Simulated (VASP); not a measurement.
Wanted: the native input for a VASP 6.6.1 run.

```yaml
Task: relaxation of cell and atoms
Functional: PBE
Potentials_or_basis: VASP PAW PBE potentials, release 64 (Si, B)
Cutoff: 520 eV
k_mesh: 3 × 3 × 3
Occupations: gaussian, width 0.15 eV
Spin: no spin polarisation
Further_INCAR_settings: PREC = Normal; ALGO = Fast; EDIFF = 0.0001; IBRION = 2; EDIFFG = -0.08; NSW = 24; ISIF = 3
```

The structure of Si7B lies in POSCAR:

```
Si7B
1.0
    5.2922902700      0.0000000000      0.0000000000
    0.0000000000      5.2922902700      0.0000000000
    0.0000000000      0.0000000000      5.2922902700
Si B
7 1
Direct
    0.2526152100      0.2526152100      0.2526152100
    0.0000000000      0.5000000000      0.5000000000
    0.5000000000      0.5000000000      0.0000000000
    0.5000000000      0.0000000000      0.5000000000
    0.7473847900      0.2526152100      0.7473847900
    0.7473847900      0.7473847900      0.2526152100
    0.2526152100      0.7473847900      0.7473847900
    0.0000000000      0.0000000000      0.0000000000
```

The cell was built by a generator and needn't be a form met in nature.

The input as run:

INCAR

```
  PREC = Normal
  ENCUT = 520
  EDIFF = 1E-4
  ISMEAR = 0
  SIGMA = 0.15
  LREAL = F
  LASPH = T
  NELM = 60
  ALGO = Fast
  ISIF = 3
  LWAVE = F
  LCHARG = F
  GGA = PE
  IBRION = 2
  NSW = 24
  EDIFFG = -0.08
```

KPOINTS

```
Automatic mesh
0
Gamma
  3 3 3
```

Potentials or basis: VASP PAW PBE potentials, release 64 (Si, B).

The run is started by

```sh
$ cat potpaw_PBE.64/Si/POTCAR potpaw_PBE.64/B/POTCAR > POTCAR
$ mpirun -np 1 vasp_std > vasp.out
```

Results of the run:

| Item | Value |
| --- | --- |
| Relaxed volume | 18.24 Å³/atom |
| Relaxed cell | a = 5.265 Å, b = 5.265 Å, c = 5.265 Å, α = 90.00°, β = 90.00°, γ = 90.00° |
| Space group after relaxing (to 0.05 Å) | P-43m (No. 215) |
| Energy gained by relaxing | 174.9 meV/atom |
| Ionic steps | 6 |
| Pressure after relaxing | 0.0 GPa |
| Largest force after relaxing | 0.040 eV/Å |
| Band gap on the k mesh | none (metal or under the smearing width) |

Caveat: the k mesh is coarse (spacing up to 0.40 Å⁻¹), so the values aren't converged; the relaxation stopped at a loose force limit of 0.08 eV/Å, so its end isn't a converged minimum.

It took 20 s on 1 thread of AMD EPYC 9R14 (Zen 4) (shared host), peak memory 0.13 GiB.
